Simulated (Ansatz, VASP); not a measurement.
# One calculation of ZnBi3, two programs

File INCAR:

```
ALGO = Normal
EDIFF = 1E-7
ENCUT = 520
GGA = PE
ISIF = 2
ISMEAR = -1
LASPH = T
LCHARG = F
LREAL = F
LWAVE = F
NBANDS = 36
NELM = 60
PREC = Accurate
SIGMA = 0.05
```

Contents of KPOINTS:

```
k-points
0
Gamma
  6 6 6
```

Contents of POSCAR:

```
ZnBi3
1.0
    4.9054375498      0.0000000000      0.0000000000
    0.0000000000      4.9054375498      0.0000000000
    0.0000000000      0.0000000000      4.9054375498
Bi Zn
3 1
Direct
    0.5000000000      0.5000000000      0.0000000000
    0.5000000000      0.0000000000      0.5000000000
    0.0000000000      0.5000000000      0.5000000000
    0.0000000000      0.0000000000      0.0000000000
```

input.yaml

```yaml
crystal:
  lattice:
    - [4.9054375498, 0.0, 0.0]
    - [0.0, 4.9054375498, 0.0]
    - [0.0, 0.0, 4.9054375498]
  atoms:
    - { symbol: Bi, position: [0.5, 0.5, 0.0] }
    - { symbol: Bi, position: [0.5, 0.0, 0.5] }
    - { symbol: Bi, position: [0.0, 0.5, 0.5] }
    - { symbol: Zn, position: [0.0, 0.0, 0.0] }
hamiltonian:
  xc: pbe
  pseudopotentials: { kind: paw }
kpoints:
  mp_grid: { grid: [6, 6, 6] }
scf:
  occupations: { method: fermi_dirac, width: 0.05 }
output:
  forces: true
  stress: true
  eigenvalues: true
```

Change from the starting cell: volume scaled by 1.02.

Alike in both runs: task single point; functional PBE; k mesh 6 × 6 × 6; occupations fermi-dirac, width 0.05 eV; no spin polarisation.

```csv
,VASP,Ansatz
version,VASP 6.6.1,Ansatz 0.2.0
potentials or method,"VASP PAW PBE potentials, release 64 (Bi_d, Zn)",Ansatz PAW
plane-wave cutoff (eV),520,420
valence electrons in the cell,57,57
```

```csv
,VASP,Ansatz,Ansatz less VASP
gap on the k mesh at the Fermi level (eV),none,none,-
pressure (GPa),-1.0,-1.0,+0.05
```

A gap of «none» marks a metal or a gap that the smearing closes.

Caveats: spin-orbit coupling is left out, which moves the levels of the heavy elements.
